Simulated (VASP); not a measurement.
A convergence study with VASP on VN: one setting is varied, all else stays as given below, so the limit is that of these other settings.

```
CELL_PARAMETERS angstrom
      2.94206     0.00000     0.00000
     -2.94206     2.94206     0.00000
      0.00000     0.00000    20.24101
ATOMIC_POSITIONS crystal
  N  0.00000 0.50000 0.44861
  N  0.00000 0.00000 0.34583
  N  0.00000 0.50000 0.65417
  N  0.00000 0.00000 0.55139
  V  0.00000 0.00000 0.44861
  V  0.00000 0.50000 0.34583
  V  0.00000 0.00000 0.65417
  V  0.00000 0.50000 0.55139
```

The numbers are results of PBEsol GGA, VASP's PBE PAW potentials (set 64) (plane waves; VASP), not measurements. The tightest run used: 400 eV cut-off, 29×29×1 Γ-centred mesh, Gaussian smearing of 0.10 eV, potentials N V_sv.

### Question
The settings run are 3×3×1 mesh; 4×4×1 mesh; 5×5×1 mesh; 6×6×1 mesh; 7×7×1 mesh; 8×8×1 mesh; 10×10×1 mesh; 11×11×1 mesh; 13×13×1 mesh; 16×16×1 mesh; 18×18×1 mesh; 21×21×1 mesh; 25×25×1 mesh; 29×29×1 mesh. From which on does the energy per atom stay within 0.002 eV/atom of the tightest run?

### Answer
From 10×10×1 mesh on: it is off by 0.0014 there and by no more than 0.002 in any finer run, while 8×8×1 mesh is off by 0.0042.
| setting | E (eV/atom) | irreducible k-points | difference judged (eV/atom) |
|---|---|---|---|
| 3×3×1 mesh | -9.9377 | 3 | 0.0710 |
| 4×4×1 mesh | -10.0235 | 6 | 0.0148 |
| 5×5×1 mesh | -10.0132 | 6 | 0.0045 |
| 6×6×1 mesh | -9.9974 | 10 | 0.0113 |
| 7×7×1 mesh | -10.0088 | 10 | 0.0001 |
| 8×8×1 mesh | -10.0129 | 15 | 0.0042 |
| 10×10×1 mesh | -10.0101 | 21 | 0.0014 |
| 11×11×1 mesh | -10.0090 | 21 | 0.0003 |
| 13×13×1 mesh | -10.0082 | 28 | 0.0005 |
| 16×16×1 mesh | -10.0089 | 45 | 0.0002 |
| 18×18×1 mesh | -10.0088 | 55 | 0.0001 |
| 21×21×1 mesh | -10.0089 | 66 | 0.0002 |
| 25×25×1 mesh | -10.0087 | 91 | 0.0000 |
| 29×29×1 mesh | -10.0087 | 120 | 0.0000 |

Left out are rungs that failed or repeat a setting and relaxations that didn't move; long series are thinned to 24 rows.

The cell is a sheet or thin cut with vacuum, built from a generated structure. The run is not spin-polarised, so no magnetic state was tried.
